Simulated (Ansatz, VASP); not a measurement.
# One calculation of Ta3Ga, two programs

```
Ta Ga
1.0
     4.10153    0.00000    0.00000
     0.00000    4.10153    0.00000
     0.00000    0.00000    4.10153
Ta Ga
3 1
Direct
  0.00000 0.50000 0.50000
  0.50000 0.00000 0.50000
  0.50000 0.50000 0.00000
  0.00000 0.00000 0.00000
```

Alike in both runs: functional r2SCAN; k mesh 4 × 4 × 4; occupations gaussian, width 0.1 eV; no spin polarisation.

Ansatz relaxed the structure, and its values are those at the end. VASP's run is a single point on that final structure, the one shown.

|  | VASP | Ansatz |
| --- | --- | --- |
| version | VASP 6.6.1 | Ansatz 0.2.0 |
| potentials or method | VASP PAW PBE potentials, release 64 (Ta_pv, Ga_d) | scalar-relativistic, plane waves, PAW |
| plane-wave cutoff (eV) | 520 | 500 |
| valence electrons in the cell | 46 | 52 |

```tsv
	VASP	Ansatz	Ansatz less VASP
gap on the k mesh at the Fermi level (eV)	none	none	-
pressure (GPa)	0.5	0.0	-0.54
```

A gap of «none» marks a metal or a gap that the smearing closes. The two sets of potentials don't hold the same shells in valence.

Caveats: the k mesh is coarse (spacing up to 0.38 Å⁻¹), so the values aren't converged; the PAW data sets were made with another functional, which shifts forces and pressure a little (VASP). Spin-orbit coupling is left out, which matters for the levels of Ta.
